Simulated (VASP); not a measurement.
A convergence study with VASP on BeTe (zinc blende): one setting is varied, all else stays as given below, so the limit is that of these other settings.

```xyz
2
Lattice="0.0000 2.8150 2.8150 2.8150 0.0000 2.8150 2.8150 2.8150 0.0000" Properties=species:S:1:pos:R:3 pbc="T T T"
Be     0.0000     0.0000     0.0000
Te     1.4075     1.4075     1.4075
```

Computed with PBE GGA, VASP's PBE PAW potentials (set 64) (plane waves; VASP). The tightest run used: 550 eV cut-off, 13×13×13 Monkhorst-Pack mesh, Gaussian smearing of 0.050 eV, potentials Be Te.

```json
[
 {"setting": "1×1×1 mesh", "E (eV/atom)": "3.7177", "pressure (GPa)": "59.29", "irreducible k-points": "1"},
 {"setting": "2×2×2 mesh", "E (eV/atom)": "-3.7750", "pressure (GPa)": "1.54", "irreducible k-points": "2"},
 {"setting": "3×3×3 mesh", "E (eV/atom)": "-3.6472", "pressure (GPa)": "2.85", "irreducible k-points": "4"},
 {"setting": "4×4×4 mesh", "E (eV/atom)": "-3.8107", "pressure (GPa)": "1.20", "irreducible k-points": "10"},
 {"setting": "5×5×5 mesh", "E (eV/atom)": "-3.8000", "pressure (GPa)": "1.33", "irreducible k-points": "10"}
]
```

Task: These are the cheaper rows. Estimate the results at 13×13×13 mesh, and how far the last row shown lies from them.

Result: 
```csv
quantity,tightest run,last row shown is off by
E (eV/atom),-3.8109,0.0109
pressure (GPa),1.20,0.14
```

Left out are rungs that failed or repeat a setting and relaxations that didn't move; long series are thinned to 24 rows.

The compound is BeTe in the zinc blende structure. The cell was not relaxed at this level.
